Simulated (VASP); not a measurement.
Level of theory: optB86b-vdW, VASP's PBE PAW potentials (set 64) (plane waves; VASP).

VASP ran on this input.

### KPOINTS
```
k-points along high-symmetry lines
15
Line-mode
Reciprocal
  0.000000   0.000000   0.000000 ! GAMMA
 -0.500000  -0.500000   0.000000 ! X

 -0.500000  -0.500000   0.000000 ! X
 -0.375000  -0.375000   0.250000 ! U

 -0.375000  -0.000000   0.375000 ! K
  0.000000   0.000000   0.000000 ! GAMMA

  0.000000   0.000000   0.000000 ! GAMMA
  0.000000   0.000000   0.500000 ! L

  0.000000   0.000000   0.500000 ! L
 -0.500000  -0.250000   0.250000 ! W

 -0.500000  -0.250000   0.250000 ! W
 -0.500000  -0.500000   0.000000 ! X
```

**INCAR**
```
LCHARG=.False.
PARAM1=0.1234
SYSTEM=CdS
GGA=MK
LREAL=.False.
SIGMA=0.05   # width (eV)
PREC=Accurate
LMAXMIX=4   # l cut-off of mixed one-centre charges
LUSE_VDW=.True.
ALGO=Normal   # blocked Davidson
EDIFF=1E-7
LORBIT=11   # lm-projected
LASPH=.True.
ENCUT=520   # plane-wave cut-off (eV)
AGGAC=0.0
NELM=100
PARAM2=1.0
ISMEAR=0   # Gaussian
ICHARG=11   # fixed density
LWAVE=.False.
```

POSCAR:
```
CdS
1
    0.0000000000     2.9426052609     2.9426052609
    2.9426052609     0.0000000000     2.9426052609
    2.9426052609     2.9426052609     0.0000000000
Cd S
1 1
Direct
  0.0000000000   0.0000000000   0.0000000000
  0.2500000000   0.2500000000   0.2500000000
```

POTCAR, in this order: Cd S (PBE.64 set). Program: vasp_std. Read from the step before: CHGCAR.

What VASP printed:

**OUTCAR**
```
 ion  position               nearest neighbor table
   1  0.000  0.000  0.000-   2 2.55   2 2.55   2 2.55   2 2.55
   2  0.250  0.250  0.250-   1 2.55   1 2.55   1 2.55   1 2.55
  LATTYP: Found a face centered cubic cell.
 ALAT       =     5.8852105218
 Subroutine PRICEL returns:
 Original cell was already a primitive cell.
 Subroutine GETGRP returns: Found 24 space group operations
The static configuration has the point symmetry T_d .
The dynamic configuration has the point symmetry T_d .
 Subroutine INISYM returns: Found 24 space group operations
   k-points           NKPTS =     90   k-points in BZ     NKDIM =     90   number of bands    NBANDS=     13
   number of dos      NEDOS =    301   number of ions     NIONS =      2
   total plane-waves  NPLWV =  32768
   dimension x,y,z NGX =    32 NGY =   32 NGZ =   32
   dimension x,y,z NGXF=    64 NGYF=   64 NGZF=   64
   ions per type =               1   1
   PREC   = accura    normal or accurate (medium, high low for compatibility)
   ISTART =      0    job   : 0-new  1-cont  2-samecut
   ICHARG =     11    charge: 1-file 2-atom 10-const
   ISPIN  =      1    spin polarized calculation?
   LNONCOLLINEAR =      F non collinear calculations
   LSORBIT =      F    spin-orbit coupling
   INIWAV =      1    electr: 0-lowe 1-rand  2-diag
   ENCUT  =  520.0 eV  38.22 Ry    6.18 a.u.   7.74  7.74  7.74*2*pi/ulx,y,z
   NELM   =    100;   NELMIN=  2; NELMDL= -5     # of ELM steps
   EDIFF  = 0.1E-06   stopping-criterion for ELM
   LREAL  =      F    real-space projection
   NLSPLINE    = F    spline interpolate recip. space projectors
   LMAXMIX     =    4 max onsite mixed and CHGCAR
   VOSKOWN=      0    Vosko Wilk Nusair interpolation
   EDIFFG = 0.1E-05   stopping-criterion for IOM
   NSW    =      0    number of steps for IOM
   NBLOCK =      1;   KBLOCK =      1    inner block; outer block
   IBRION =     -1    ionic relax: 0-MD 1-quasi-New 2-CG
   NFREE  =      0    steps in history (QN), initial steepest desc. (CG)
   ISIF   =      2    stress and relaxation
   ISYM   =      2    0-nonsym 1-usesym 2-fastsym
   TEIN   =    0.0    initial temperature
   TEBEG  =    0.0;   TEEND  =   0.0 temperature during run
   SMASS  =  -3.00    Nose mass-parameter (am)
   PSTRESS=    0.0 pullay stress
   NELECT =      18.0000    total number of electrons
   EFERMI =   0.00;   METHOD = LEGACY
   ISMEAR =     0;   SIGMA  =   0.05  broadening in eV -4-tet -1-fermi 0-gaus
   IALGO  =     38    algorithm
   LDIAG  =      T    sub-space diagonalisation (order eigenvalues)
   IMIX   =      4    mixing-type and parameters
     AMIX     =   0.40;   BMIX     =  1.00
     AMIX_MAG =   1.60;   BMIX_MAG =  1.00
     AMIN     =   0.10
   GGA     = MK    functional components
   VOSKOWN =     0    Vosko Wilk Nusair interpolation
   LHFCALC =     F    Hartree Fock is set to
   LHFONE  =     F    Hartree Fock one center treatment
   AEXX    =    0.0000 exact exchange contribution
   LUSE_VDW   =     T    switch on vdW DFT
   IVDW    =     0    specifies the selected vdW correction
   LEPSILON=     F    determine dielectric tensor
   LRPA    =     F    only Hartree local field effects (RPA)
  energy-cutoff  :      520.00
  volume of cell :       50.96
      direct lattice vectors                 reciprocal lattice vectors
     0.000000000  2.942605261  2.942605261    -0.169917456  0.169917456  0.169917456
     2.942605261  0.000000000  2.942605261     0.169917456 -0.169917456  0.169917456
     2.942605261  2.942605261  0.000000000     0.169917456  0.169917456 -0.169917456
 k-point     1 :   0.0000 0.0000 0.0000  plane waves:    1363
 k-point     2 :  -0.0357-0.0357 0.0000  plane waves:    1387
 k-point     3 :  -0.0714-0.0714 0.0000  plane waves:    1387
 k-point     4 :  -0.1071-0.1071 0.0000  plane waves:    1387
 k-point     5 :  -0.1429-0.1429 0.0000  plane waves:    1379
 k-point     6 :  -0.1786-0.1786 0.0000  plane waves:    1375
 k-point     7 :  -0.2143-0.2143 0.0000  plane waves:    1375
 k-point     8 :  -0.2500-0.2500 0.0000  plane waves:    1355
 k-point     9 :  -0.2857-0.2857 0.0000  plane waves:    1363
...
```

### OSZICAR
```
       N       E                     dE             d eps       ncg     rms          rms(c)
DAV:   1     0.115048561089E+03    0.11505E+03   -0.92406E+03  2364   0.125E+03
DAV:   2     0.395573973168E+01   -0.11109E+03   -0.10611E+03  2790   0.299E+02
DAV:   3    -0.696107321090E+00   -0.46518E+01   -0.46215E+01  2715   0.626E+01
DAV:   4    -0.728632638065E+00   -0.32525E-01   -0.32520E-01  2700   0.522E+00
DAV:   5    -0.729075933620E+00   -0.44330E-03   -0.44329E-03  2760   0.588E-01
DAV:   6    -0.729085257380E+00   -0.93238E-05   -0.93238E-05  2770   0.805E-02
DAV:   7    -0.729085497165E+00   -0.23978E-06   -0.23976E-06  2745   0.118E-02
DAV:   8    -0.729085503621E+00   -0.64554E-08   -0.64824E-08  2175   0.190E-03
   1 F= -.72908550E+00 E0= -.72908550E+00  d E =-.134400E-13
```

### OUTCAR
```
 val. band max:        0.9965773097   @ k =   0.0000   0.0000   0.0000

 cond. band min:       1.9837043098   @ k =   0.0000   0.0000   0.0000



 k-point     1 :       0.0000    0.0000    0.0000
  band No.  band energies     occupation
      1     -11.2040      2.00000
      2      -6.6555      2.00000
      3      -6.6555      2.00000
      4      -6.6555      2.00000
      5      -6.2163      2.00000
      6      -6.2163      2.00000
      7       0.9966      2.00000
      8       0.9966      2.00000
      9       0.9966      2.00000
     10       1.9837      0.00000
     11       7.4966      0.00000
     12       7.4966      0.00000
     13       7.4966      0.00000

 k-point     2 :      -0.0357   -0.0357    0.0000
  band No.  band energies     occupation
      1     -11.1973      2.00000
      2      -6.6522      2.00000
      3      -6.6520      2.00000
      4      -6.6520      2.00000
      5      -6.2176      2.00000
      6      -6.2153      2.00000
      7       0.8357      2.00000
      8       0.9688      2.00000
      9       0.9688      2.00000
     10       2.1554      0.00000
     11       7.4266      0.00000
     12       7.5342      0.00000
     13       7.5342      0.00000

 k-point     3 :      -0.0714   -0.0714    0.0000
  band No.  band energies     occupation
      1     -11.1773      2.00000
      2      -6.6421      2.00000
      3      -6.6418      2.00000
      4      -6.6418      2.00000
      5      -6.2216      2.00000
      6      -6.2123      2.00000
      7       0.5078      2.00000
      8       0.8881      2.00000
      9       0.8881      2.00000
     10       2.5140      0.00000
     11       7.2357      0.00000
     12       7.6448      0.00000
     13       7.6448      0.00000

 k-point     4 :      -0.1071   -0.1071    0.0000
  band No.  band energies     occupation
      1     -11.1451      2.00000
      2      -6.6251      2.00000
      3      -6.6251      2.00000
      4      -6.6248      2.00000
...
```

The density is held fixed in this step, so its total energy and stress have no physical meaning.

The compound is CdS in the zinc blende structure, a metastable form; wurtzite is the usual one. It was relaxed first.
